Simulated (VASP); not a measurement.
An input for Quantum ESPRESSO's pw.x (written as the equivalent of a VASP run, and not itself run):

```
&CONTROL
  calculation = 'scf'
  pseudo_dir = './pseudo'
  outdir = './out'
  tprnfor = .true.
  tstress = .true.
/
&SYSTEM
  ibrav = 0
  nat = 4
  ntyp = 2
  ecutwfc = 84
  occupations = 'smearing'
  smearing = 'fermi-dirac'
  degauss = 0.00147
  input_dft = 'pbesol'
/
&ELECTRONS
  conv_thr = 7.3e-08
  electron_maxstep = 100
/
ATOMIC_SPECIES
  Zn 65.380 Zn.upf
  O 15.999 O.upf
CELL_PARAMETERS angstrom
     3.2373500    0.0000000    0.0000000
    -1.6186750    2.8036270    0.0000000
     0.0000000    0.0000000    5.2220600
ATOMIC_POSITIONS crystal
  Zn   0.6666670  0.3333330  0.5005900
  Zn   0.3333330  0.6666670  0.0005900
  O    0.6666670  0.3333330  0.8797200
  O    0.3333330  0.6666670  0.3797200
K_POINTS automatic
  8 8 5 0 0 0
```

Write the VASP files for the same calculation (PBEsol).

Several could match; the one computed here: 
### INCAR
```
SYSTEM = ZnO
PREC = Accurate; ENCUT = 400; LREAL = .False.
LASPH = .True.
EDIFF = 1E-6; NELM = 100; ALGO = Normal
LMAXMIX = 4
ISMEAR = -1; SIGMA = 0.02
GGA = PS
ISIF = 2
LWAVE = .False.; LCHARG = .False.
```

File KPOINTS:
```
K-points
0
G
  8 8 5
0 0 0
```

File POSCAR:
```
ZnO
1
    3.2373500000     0.0000000000     0.0000000000
   -1.6186750000     2.8036270000     0.0000000000
    0.0000000000     0.0000000000     5.2220600000
Zn O
2 2
Direct
  0.6666670000   0.3333330000   0.5005900000
  0.3333330000   0.6666670000   0.0005900000
  0.6666670000   0.3333330000   0.8797200000
  0.3333330000   0.6666670000   0.3797200000
```

POTCAR, in this order: Zn O (PBE.64 set). Program: vasp_std.

The two are equivalent in intent, not identical: the potentials are each code's own (VASP's PAW set, PseudoDojo norm-conserving files in pw.x), so ENCUT and ecutwfc are chosen apart and not converted; conv_thr bounds pw.x's estimated SCF error, while EDIFF bounds the energy change between steps.

The structure comes from a computed database's ZnO entry (P6_3mc); how it stands against other phases isn't given here. The cell was not relaxed at this level. The run is one of a series of settings (GGA = PS against the base run), some of them coarse on purpose.
